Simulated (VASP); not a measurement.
```yaml
crystal:
  lattice:
    - [0.00000, 3.14012, 3.14012]
    - [3.14012, 0.00000, 3.14012]
    - [3.14012, 3.14012, 0.00000]
  atoms:
    - { symbol: Cs, position: [0.00000, 0.00000, 0.00000] }
    - { symbol: H, position: [0.50000, 0.50000, 0.50000] }
```

These are r2SCAN+rVV10, VASP's PBE PAW potentials (set 64) (plane waves; VASP 6.6.1) values and carry that method's errors. Numerical set-up: 400 eV cut-off, 8×8×8 Γ-centred mesh, tetrahedra with Blöchl corrections, potentials Cs_sv H.

Unless said otherwise, spin-orbit coupling is left out, though it shifts the bands of the heavy elements here.

Question: What does the run give for the energy per atom (σ→0), band gap (over mesh and band path) with the smallest direct gap where there is one?

Answer: 
```json
{
  "band gap (over mesh and band path)": "2.52 eV",
  "smallest direct gap (over mesh and band path)": "2.52 eV",
  "energy per atom (σ→0)": "-14.277 eV/atom"
}
```

Only differences to runs with the same potentials and settings are physical.

The structure comes from a measured CsH entry (Fm-3m) of the Crystallography Open Database, whose conditions weren't checked. It was relaxed first.
